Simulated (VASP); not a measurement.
These are revTPSS meta-GGA, VASP's PBE PAW potentials (set 64) (plane waves; VASP) values and carry that method's errors.

Input for VASP

### KPOINTS
```
Regular mesh
0
G
  11 11 4
0 0 0
```

INCAR:
```
ALGO=Normal
EDIFF=1E-7
ENCUT=520
ISIF=2
ISMEAR=-5
LASPH=.TRUE.
LCHARG=.FALSE.
LEFG=.TRUE.
LMIXTAU=.TRUE.
LORBIT=11
LREAL=.FALSE.
LWAVE=.FALSE.
METAGGA=RTPSS
NEDOS=601
NELM=100
PREC=Accurate
SYSTEM=C
```

File KPOINTS_OPT:
```
k-points along high-symmetry lines
6
Line-mode
Reciprocal
  0.000000   0.000000   0.000000 ! GAMMA
  0.000000   0.500000   0.000000 ! M

  0.000000   0.500000   0.000000 ! M
 -0.333333   0.666667   0.000000 ! K

 -0.333333   0.666667   0.000000 ! K
  0.000000   0.000000   0.000000 ! GAMMA

  0.000000   0.000000   0.000000 ! GAMMA
  0.000000   0.000000   0.500000 ! A

  0.000000   0.000000   0.500000 ! A
  0.000000   0.500000   0.500000 ! L

  0.000000   0.500000   0.500000 ! L
 -0.333333   0.666667   0.500000 ! H

 -0.333333   0.666667   0.500000 ! H
  0.000000   0.000000   0.500000 ! A

  0.000000   0.500000   0.500000 ! L
  0.000000   0.500000   0.000000 ! M

 -0.333333   0.666667   0.500000 ! H
 -0.333333   0.666667   0.000000 ! K
```

**POSCAR**
```
C
1
    1.2320170335    -2.1339156022     0.0000000000
    1.2320170335     2.1339156022     0.0000000000
    0.0000000000     0.0000000000     7.7755018072
C
4
Direct
  0.0000000000   0.0000000000   0.2500000000
  0.0000000000   0.0000000000   0.7500000000
  0.3333330000   0.6666670000   0.2500000000
  0.6666670000   0.3333330000   0.7500000000
```

POTCAR, in this order: C (PBE.64 set). Program: vasp_std.

### Question
What will the output report for the number of irreducible k-points (NKPTS), largest plane-wave count, number of space-group operations, FFT grid (NGX, NGY, NGZ)?

### Answer

```
Quantity                                       Value
--------------------------------------  ------------
number of irreducible k-points (NKPTS)            48
largest plane-wave count                        1120
number of space-group operations                  24
FFT grid (NGX, NGY, NGZ)                18 × 18 × 60
```

The compound is C in the graphite structure. It was relaxed first, which changed the volume by +16 %.
